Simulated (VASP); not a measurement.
# CoW3 (Pm-3m) in VASP: equation of state

How stiff is CoW3 in PBE, and what volume does it want? The cell is scaled to several volumes.

All numbers are computed with VASP 6.6.1; they aren't measurements. Logs are shortened: lines on timing, memory, paths and dates and some standing lists are left out, and cuts for length are marked.

### Step 1. The structure

Symmetry: Pm-3m, No. 221, cubic system. Conventional cell: a = 3.907 Å, b = 3.907 Å, c = 3.907 Å, α = 90.00°, β = 90.00°, γ = 90.00°. Around W (site symmetry 4/mmm) lie 8 W at 2.76 Å and 4 Co at 2.76 Å. Co (site symmetry m-3m) has 12 W at 2.76 Å as nearest neighbours.

The cell comes from a database or a generator and needn't be the stable form of this composition.

### Step 2. Equation of state, PBE, collinear spin, ferromagnetic start, 14.02 Å³/atom (volume scaled by 0.94)

The input, INCAR:

```
PREC = Accurate
ENCUT = 520
EDIFF = 1E-7
ISMEAR = -1
SIGMA = 0.05
LREAL = False
LASPH = True
NELM = 120
ALGO = Normal
ISIF = 2
LWAVE = False
LCHARG = False
ISPIN = 2
MAGMOM = 0 0 0 2
LORBIT = 11
LMAXMIX = 4
GGA = PE
NBANDS = 38
```

The input, KPOINTS:

```
Automatic mesh
0
Gamma
  7 7 7
```

The input, POSCAR:

```
CoW3
1.0
    3.8275867615      0.0000000000      0.0000000000
    0.0000000000      3.8275867615      0.0000000000
    0.0000000000      0.0000000000      3.8275867615
W Co
3 1
Direct
    0.5000000000      0.5000000000      0.0000000000
    0.5000000000      0.0000000000      0.5000000000
    0.0000000000      0.5000000000      0.5000000000
    0.0000000000      0.0000000000      0.0000000000
```

Potentials or basis: VASP PAW PBE potentials, release 64 (W_sv, Co).

Run with:

```sh
$ cat potpaw_PBE.64/W_sv/POTCAR potpaw_PBE.64/Co/POTCAR > POTCAR
$ mpirun -np 1 vasp_std > vasp.out
```

OUTCAR:

```text
PREC = Accurate
   ENCUT = 520
   EDIFF = 1E-7
   ISMEAR = -1
   LREAL = False
   LASPH = True
   NELM = 120
   ISIF = 2
   ISPIN = 2
   LORBIT = 11
   GGA = PE

 Found     20 irreducible k-points:

 Following reciprocal coordinates:
            Coordinates               Weight
  0.000000  0.000000  0.000000      1.000000
  0.142857  0.000000  0.000000      6.000000
  0.285714  0.000000  0.000000      6.000000
  0.428571  0.000000  0.000000      6.000000
  0.142857  0.142857  0.000000     12.000000
  0.285714  0.142857  0.000000     24.000000
   k-points           NKPTS =     20   k-points in BZ     NKDIM =     20   number of bands    NBANDS=     38
   number of dos      NEDOS =    301   number of ions     NIONS =      4
   total plane-waves  NPLWV =  21952
   dimension x,y,z NGX =    28 NGY =   28 NGZ =   28
   dimension x,y,z NGXF=    56 NGYF=   56 NGZF=   56
   ions per type =               3   1
   NGX,Y,Z   is equivalent  to a cutoff of  12.16, 12.16, 12.16 a.u.
   NGXF,Y,Z  is equivalent  to a cutoff of  24.32, 24.32, 24.32 a.u.
 SYSTEM =  unknown system
   PREC   = accura    normal or accurate (medium, high low for compatibility)
   ISTART =      0    job   : 0-new  1-cont  2-samecut
   ICHARG =      2    charge: 1-file 2-atom 10-const
   ISPIN  =      2    spin polarized calculation?
   LNONCOLLINEAR =      F non collinear calculations
   LSORBIT =      F    spin-orbit coupling
   LASPH  =      T    aspherical Exc in radial PAW
   ENCUT  =  520.0 eV  38.22 Ry    6.18 a.u.   7.12  7.12  7.12*2*pi/ulx,y,z
   NELM   =    120;   NELMIN=  2; NELMDL= -5     # of ELM steps
   EDIFF  = 0.1E-06   stopping-criterion for ELM
   LREAL  =      F    real-space projection
   EDIFFG = 0.1E-05   stopping-criterion for IOM
   NSW    =      0    number of steps for IOM
   IBRION =     -1    ionic relax: 0-MD 1-quasi-New 2-CG
   NFREE  =      0    steps in history (QN), initial steepest desc. (CG)
   ISIF   =      2    stress and relaxation
   ISYM   =      2    0-nonsym 1-usesym 2-fastsym
   POTIM  = 0.5000    time-step for ionic-motion
   TEBEG  =    0.0;   TEEND  =   0.0 temperature during run
   PSTRESS=    0.0 pullay stress
   NELECT =      51.0000    total number of electrons
   NUPDOWN=      -1.0000    fix difference up-down
   EMIN   =  10.00;   EMAX   =-10.00  energy-range for DOS
   EFERMI =   0.00;   METHOD = LEGACY
   ISMEAR =    -1;   SIGMA  =   0.05  broadening in eV -4-tet -1-fermi 0-gaus
   EFERMI_NEDOS =   21; number of points for ismear=-14 and -15
   IALGO  =     38    algorithm
   IMIX   =      4    mixing-type and parameters
     AMIX     =   0.40;   BMIX     =  1.00
     AMIX_MAG =   1.60;   BMIX_MAG =  1.00
  volume/ion in A,a.u.               =      14.02        94.60
  Fermi-wavevector in a.u.,A,eV,Ry     =   1.586134  2.997358 34.229819  2.515821
  Thomas-Fermi vector in A             =   2.685492
   LORBIT       =     11    0 simple, 1 ext, 2 COOP (PROOUT), +10 PAW based schemes
   GGA     = PE    functional components
   LHFCALC =     F    Hartree Fock is set to
   AEXX    =    0.0000 exact exchange contribution
   IVDW    =     0    specifies the selected vdW correction
   LEPSILON=     F    determine dielectric tensor
   LRPA    =     F    only Hartree local field effects (RPA)
 spin polarized calculation
  energy-cutoff  :      520.00
  volume of cell :       56.08
 maximum number of plane-waves:      1521
   NGX = 15   NGY = 15   NGZ = 15

 number of electron      51.0000030 magnetization       0.0006062

 number of electron      51.0000030 magnetization      -0.0000065

 Free energy of the ion-electron system (eV)
  ---------------------------------------------------
  ext. energy  EPLUGINS =         0.00000000
  ---------------------------------------------------
  free energy    TOTEN  =       -44.69182161 eV

  energy without entropy =      -44.65904034  energy(sigma->0) =      -44.67543098

 E-fermi :  11.3784     XC(G=0): -13.8177

 val. band max:       11.3739900671   @ k =   0.1429   0.1429   0.1429
 cond. band min:      11.4281435279   @ k =   0.4286   0.2857   0.0000
 fundamental gap:      0.0541534608
 Fermi energy:        11.3783673318

 spin component 1

 k-point     1 :       0.0000    0.0000    0.0000
  band No.  band energies     occupation
      1     -62.2611      1.00000
      2     -62.0526      1.00000
      3     -62.0526      1.00000
      4     -27.0722      1.00000
      5     -27.0722      1.00000
      6     -27.0722      1.00000
[... 29 lines left out ...]
     36      18.4347      0.00000
     37      23.0859      0.00000

 k-point     2 :       0.1429    0.0000    0.0000
  band No.  band energies     occupation
      1     -62.2520      1.00000
      2     -62.0617      1.00000
      3     -62.0525      1.00000
      4     -27.0388      1.00000
      5     -27.0388      1.00000
      6     -27.0201      1.00000
[... 29 lines left out ...]
[... 28 lines left out ...]
  band No.  band energies     occupation
      1     -62.2433      1.00000
      2     -62.0656      1.00000
      3     -62.0572      1.00000
      4     -27.0619      1.00000
      5     -27.0048      1.00000
      6     -26.9209      1.00000
[... 29 lines left out ...]
     36      19.2164      0.00000
     37      21.7309      0.00000

 k-point     6 :       0.2857    0.1429    0.0000
  band No.  band energies     occupation
      1     -62.2196      1.00000
      2     -62.0874      1.00000
      3     -62.0589      1.00000
      4     -27.0120      1.00000
      5     -26.9159      1.00000
      6     -26.7639      1.00000
[... 29 lines left out ...]
     36      20.5714      0.00000
     37      20.7741      0.00000

 [... further k-points ...]

 spin component 2

 k-point     1 :       0.0000    0.0000    0.0000
  band No.  band energies     occupation
      1     -62.2611      1.00000
      2     -62.0526      1.00000
      3     -62.0526      1.00000
      4     -27.0722      1.00000
      5     -27.0722      1.00000
      6     -27.0722      1.00000
[... 29 lines left out ...]
     36      18.4347      0.00000
     37      23.0859      0.00000

 k-point     2 :       0.1429    0.0000    0.0000
  band No.  band energies     occupation
      1     -62.2520      1.00000
      2     -62.0617      1.00000
      3     -62.0525      1.00000
      4     -27.0388      1.00000
      5     -27.0388      1.00000
      6     -27.0201      1.00000
[... 29 lines left out ...]
     36      18.4653      0.00000
     37      22.0353      0.00000

 k-point     3 :       0.2857    0.0000    0.0000
  band No.  band energies     occupation
      1     -62.2273      1.00000
      2     -62.0864      1.00000
      3     -62.0523      1.00000
      4     -26.9522      1.00000
      5     -26.9522      1.00000
      6     -26.8700      1.00000
[... 29 lines left out ...]
     36      19.7413      0.00000
     37      20.9917      0.00000

 k-point     4 :       0.4286    0.0000    0.0000
  band No.  band energies     occupation
      1     -62.1980      1.00000
      2     -62.1159      1.00000
      3     -62.0521      1.00000
      4     -26.8625      1.00000
      5     -26.8625      1.00000
      6     -26.6446      1.00000
[... 29 lines left out ...]
     36      21.5260      0.00000
     37      21.5260      0.00000

 k-point     5 :       0.1429    0.1429    0.0000
  band No.  band energies     occupation
      1     -62.2433      1.00000
      2     -62.0656      1.00000
      3     -62.0572      1.00000
      4     -27.0619      1.00000
      5     -27.0048      1.00000
      6     -26.9209      1.00000
[... 29 lines left out ...]
     36      19.2164      0.00000
     37      21.7309      0.00000

 k-point     6 :       0.2857    0.1429    0.0000
  band No.  band energies     occupation
      1     -62.2196      1.00000
      2     -62.0874      1.00000
      3     -62.0589      1.00000
      4     -27.0120      1.00000
      5     -26.9159      1.00000
      6     -26.7639      1.00000
[... 29 lines left out ...]
     36      20.5714      0.00000
     37      20.7741      0.00000

 [... further k-points ...]

 [bands above 37 left out]

------------------------ aborting loop because EDIFF is reached ----------------------------------------

  FORCE on cell =-STRESS in cart. coord.  units (eV):
  Direction    XX          YY          ZZ          XY          YZ          ZX
  --------------------------------------------------------------------------------------
  -------------------------------------------------------------------------------------
  Total        6.3232490      6.3232490      6.3232490     -0.0000000     -0.0000000      0.0000000
  in kB      180.6657099    180.6657099    180.6657099     -0.0000000     -0.0000000      0.0000000
  external PRESSURE =     180.6657099 kB  Pullay stress =       0.0000000 kB

 VOLUME and BASIS-vectors are now :
 -----------------------------------------------------------------------------
  energy-cutoff  :      520.00
  volume of cell :       56.08
      direct lattice vectors                 reciprocal lattice vectors
     3.827586762  0.000000000  0.000000000     0.261261223  0.000000000  0.000000000
     0.000000000  3.827586762  0.000000000     0.000000000  0.261261223  0.000000000
     0.000000000  0.000000000  3.827586762     0.000000000  0.000000000  0.261261223

 POSITION                                       TOTAL-FORCE (eV/Angst)
 -----------------------------------------------------------------------------------
      1.91379      1.91379      0.00000         0.000000      0.000000      0.000000
      1.91379      0.00000      1.91379         0.000000      0.000000      0.000000
      0.00000      1.91379      1.91379         0.000000      0.000000      0.000000
      0.00000      0.00000      0.00000         0.000000      0.000000      0.000000
 -----------------------------------------------------------------------------------
    total drift:                                0.000000      0.000000      0.000000

  FREE ENERGIE OF THE ION-ELECTRON SYSTEM (eV)
  ---------------------------------------------------
  free  energy   TOTEN  =       -44.6918216131 eV

  energy  without entropy=      -44.6590403400  energy(sigma->0) =      -44.67543098

 total charge

# of ion       s       p       d       tot
------------------------------------------
    1        2.433   6.333   3.454  12.220
    2        2.433   6.333   3.454  12.220
    3        2.433   6.333   3.454  12.220
    4        0.492   0.603   7.331   8.426
--------------------------------------------------
tot          7.790  19.603  17.694  45.087

 magnetization (x)

# of ion       s       p       d       tot
------------------------------------------
    1       -0.000   0.000  -0.000  -0.000
    2       -0.000   0.000  -0.000  -0.000
    3       -0.000   0.000  -0.000  -0.000
    4       -0.000   0.000   0.000   0.000
--------------------------------------------------
tot         -0.000   0.000   0.000   0.000
```

Wall time 64 s (1 thread of Intel Xeon Platinum 8488C (Sapphire Rapids), shared host); peak memory 0.21 GiB.

Results:

* Free energy: -44.6918 eV
* Pressure: 18.1 GPa
* Band gap on the k mesh: none (metal or under the smearing width)
* Net moment: 0.00 μB per cell
* Valence electrons inside the program's atomic spheres: W 12.22; Co 8.43

Caveat: the starting moments collapsed, and a magnetic state may lie lower.

### Step 3. Equation of state, PBE, collinear spin, ferromagnetic start, 14.32 Å³/atom (volume scaled by 0.96)

The input, INCAR:

```
SYSTEM = CoW3
PREC = Accurate ; ENCUT = 520
EDIFF = 1E-7 ; ISMEAR = -1
SIGMA = 0.05 ; LREAL = .FALSE.
LASPH = .TRUE. ; NELM = 150
ALGO = Normal ; ISIF = 2
LWAVE = .FALSE. ; LCHARG = .FALSE.
ISPIN = 2 ; MAGMOM = 0 0 0 2
LORBIT = 11 ; LMAXMIX = 4
GGA = PE ; NBANDS = 38
```

The input, KPOINTS:

```
Automatic mesh
0
G
  7 7 7
  0 0 0
```

The input, POSCAR:

```
CoW3
1.0
    3.8545424859      0.0000000000      0.0000000000
    0.0000000000      3.8545424859      0.0000000000
    0.0000000000      0.0000000000      3.8545424859
W Co
3 1
Direct
    0.5000000000      0.5000000000      0.0000000000
    0.5000000000      0.0000000000      0.5000000000
    0.0000000000      0.5000000000      0.5000000000
    0.0000000000      0.0000000000      0.0000000000
```

Potentials or basis: VASP PAW PBE potentials, release 64 (W_sv, Co).

Run with:

```sh
$ cat potpaw_PBE.64/W_sv/POTCAR potpaw_PBE.64/Co/POTCAR > POTCAR
$ mpirun -np 1 vasp_std > vasp.out
```

Wall time 82 s (1 thread of Intel Xeon Platinum 8488C (Sapphire Rapids), shared host); peak memory 0.22 GiB.

Results (log left out):

* Free energy: -44.7998 eV
* Pressure: 10.9 GPa
* Band gap on the k mesh: none (metal or under the smearing width)
* Net moment: 0.00 μB per cell
* Valence electrons inside the program's atomic spheres: W 12.17; Co 8.38

Caveat: the starting moments collapsed, and a magnetic state may lie lower.

### Step 4. Equation of state, PBE, collinear spin, ferromagnetic start, 14.62 Å³/atom (volume scaled by 0.98)

The input, INCAR:

```
PREC     = Accurate       # precision mode
ENCUT    = 520            # plane-wave cutoff, eV
EDIFF    = 1E-7           # SCF threshold, eV
ISMEAR   = -1             # smearing method
SIGMA    = 0.05           # smearing width, eV
LREAL    = F              # projectors in reciprocal space
LASPH    = T              # aspherical terms in the spheres
NELM     = 120            # most SCF steps
ALGO     = Normal         # electronic algorithm
ISIF     = 2              # what is computed and relaxed
LWAVE    = F              # write WAVECAR
LCHARG   = F              # write CHGCAR
ISPIN    = 2              # spin polarisation
MAGMOM   = 0 0 0 2        # initial moments
LORBIT   = 11             # projections on sites
LMAXMIX  = 4              # l up to which the mixer works
GGA      = PE             # functional
NBANDS   = 38             # bands
```

The input, KPOINTS:

```
Automatic mesh
0
Gamma
  7 7 7
```

The input, POSCAR:

```
CoW3
1.0
    3.8811263776      0.0000000000      0.0000000000
    0.0000000000      3.8811263776      0.0000000000
    0.0000000000      0.0000000000      3.8811263776
W Co
3 1
Direct
    0.5000000000      0.5000000000      0.0000000000
    0.5000000000      0.0000000000      0.5000000000
    0.0000000000      0.5000000000      0.5000000000
    0.0000000000      0.0000000000      0.0000000000
```

Run with:

```sh
$ cat potpaw_PBE.64/W_sv/POTCAR potpaw_PBE.64/Co/POTCAR > POTCAR
$ mpirun -np 1 vasp_std > vasp.out
```

It took 82 s on 1 thread of Intel Xeon Platinum 8488C (Sapphire Rapids), shared host; peak memory 0.22 GiB.

Results (log left out):

```
Free energy                                           : -44.8572 eV
Pressure                                              : 4.5 GPa
Band gap on the k mesh                                : none (metal or under the smearing width)
Net moment                                            : 0.00 μB per cell
Valence electrons inside the program's atomic spheres : W 12.12; Co 8.33
```

Caveat: the starting moments collapsed, and a magnetic state may lie lower.

### Step 5. Equation of state, PBE, collinear spin, ferromagnetic start, 15.21 Å³/atom (volume scaled by 1.02)

The input, INCAR:

```
PREC = Accurate
ENCUT = 520
EDIFF = 1E-7
ISMEAR = -1
SIGMA = 0.05
LREAL = F
LASPH = T
NELM = 120
ALGO = Normal
ISIF = 2
LWAVE = F
LCHARG = F
ISPIN = 2
MAGMOM = 0 0 0 2
LORBIT = 11
LMAXMIX = 4
GGA = PE
NBANDS = 38
```

The input, KPOINTS:

```
regular mesh
0
Gamma
  7 7 7
```

The input, POSCAR:

```
CoW3
1.0
    3.9332282508      0.0000000000      0.0000000000
    0.0000000000      3.9332282508      0.0000000000
    0.0000000000      0.0000000000      3.9332282508
W Co
3 1
Direct
    0.5000000000      0.5000000000      0.0000000000
    0.5000000000      0.0000000000      0.5000000000
    0.0000000000      0.5000000000      0.5000000000
    0.0000000000      0.0000000000      0.0000000000
```

Run with:

```sh
$ cat potpaw_PBE.64/W_sv/POTCAR potpaw_PBE.64/Co/POTCAR > POTCAR
$ mpirun -np 1 vasp_std > vasp.out
```

It took 85 s on 1 thread of Intel Xeon Platinum 8488C (Sapphire Rapids), shared host; peak memory 0.22 GiB.

Results (log left out):

```yaml
Free_energy: -44.8401 eV
Pressure: -6.5 GPa
Band_gap_on_the_k_mesh: none (metal or under the smearing width)
Net_moment: 0.00 μB per cell
Valence_electrons_inside_the_program's_atomic_spheres: W 12.03; Co 8.25
```

Caveat: the starting moments collapsed, and a magnetic state may lie lower.

### Step 6. Equation of state, PBE, collinear spin, ferromagnetic start, 15.51 Å³/atom (volume scaled by 1.04)

The input, INCAR:

```
ALGO     = Normal         # electronic algorithm
EDIFF    = 1E-7           # SCF threshold, eV
ENCUT    = 520            # plane-wave cutoff, eV
GGA      = PE             # functional
ISIF     = 2              # what is computed and relaxed
ISMEAR   = -1             # smearing method
ISPIN    = 2              # spin polarisation
LASPH    = T              # aspherical terms in the spheres
LCHARG   = F              # write CHGCAR
LMAXMIX  = 4              # l up to which the mixer works
LORBIT   = 11             # projections on sites
LREAL    = F              # projectors in reciprocal space
LWAVE    = F              # write WAVECAR
MAGMOM   = 0 0 0 2        # initial moments
NBANDS   = 38             # bands
NELM     = 120            # most SCF steps
PREC     = Accurate       # precision mode
SIGMA    = 0.05           # smearing width, eV
```

The input, KPOINTS:

```
k-points
0
Gamma
  7 7 7
```

The input, POSCAR:

```
CoW3
1.0
    3.9587694097      0.0000000000      0.0000000000
    0.0000000000      3.9587694097      0.0000000000
    0.0000000000      0.0000000000      3.9587694097
W Co
3 1
Direct
    0.5000000000      0.5000000000      0.0000000000
    0.5000000000      0.0000000000      0.5000000000
    0.0000000000      0.5000000000      0.5000000000
    0.0000000000      0.0000000000      0.0000000000
```

Potentials or basis: VASP PAW PBE potentials, release 64 (W_sv, Co).

Run with:

```sh
$ cat potpaw_PBE.64/W_sv/POTCAR potpaw_PBE.64/Co/POTCAR > POTCAR
$ mpirun -np 1 vasp_std > vasp.out
```

It took 91 s on 1 thread of Intel Xeon Platinum 8488C (Sapphire Rapids), shared host; peak memory 0.23 GiB.

It converged, with:

```
Free energy                                           : -44.7744 eV
Pressure                                              : -11.2 GPa
Band gap on the k mesh                                : none (metal or under the smearing width)
Net moment                                            : 0.00 μB per cell
Valence electrons inside the program's atomic spheres : W 11.99; Co 8.21
```

Caveat: the starting moments collapsed, and a magnetic state may lie lower.

### Step 7. Equation of state, PBE, collinear spin, ferromagnetic start, 15.81 Å³/atom (volume scaled by 1.06)

The input, INCAR:

```
PREC = Accurate ; ENCUT = 520
EDIFF = 1E-7 ; ISMEAR = -1
SIGMA = 0.05 ; LREAL = F
LASPH = T ; NELM = 150
ALGO = Normal ; ISIF = 2
LWAVE = F ; LCHARG = F
ISPIN = 2 ; MAGMOM = 0 0 0 2
LORBIT = 11 ; LMAXMIX = 4
GGA = PE ; NBANDS = 38
```

The input, KPOINTS:

```
Automatic mesh
0
Gamma
  7 7 7
```

The input, POSCAR:

```
CoW3
1.0
    3.9839851813      0.0000000000      0.0000000000
    0.0000000000      3.9839851813      0.0000000000
    0.0000000000      0.0000000000      3.9839851813
W Co
3 1
Direct
    0.5000000000      0.5000000000      0.0000000000
    0.5000000000      0.0000000000      0.5000000000
    0.0000000000      0.5000000000      0.5000000000
    0.0000000000      0.0000000000      0.0000000000
```

Run with:

```sh
$ cat potpaw_PBE.64/W_sv/POTCAR potpaw_PBE.64/Co/POTCAR > POTCAR
$ mpirun -np 1 vasp_std > vasp.out
```

It took 90 s on 1 thread of Intel Xeon Platinum 8488C (Sapphire Rapids), shared host; peak memory 0.22 GiB.

Results (log left out):

* Free energy: -44.6756 eV
* Pressure: -15.4 GPa
* Band gap on the k mesh: none (metal or under the smearing width)
* Net moment: 0.00 μB per cell
* Valence electrons inside the program's atomic spheres: W 11.95; Co 8.18

Caveat: the starting moments collapsed, and a magnetic state may lie lower.

### Step 8. Equation of state, PBE, collinear spin, ferromagnetic start

This step only gathers the single runs of the series.

What came out:

```yaml
Equilibrium_volume: 14.85 Å³/atom
Bulk_modulus: 280 GPa
Pressure_derivative_of_the_bulk_modulus: 4.3
```

Energy against volume, from the lowest point:
```csv
volume (Å³/atom),energy (meV/atom)
14.019,44.32
14.317,17.34
14.615,2.98
14.914,0.00
15.212,7.24
15.510,23.67
15.809,48.37
```
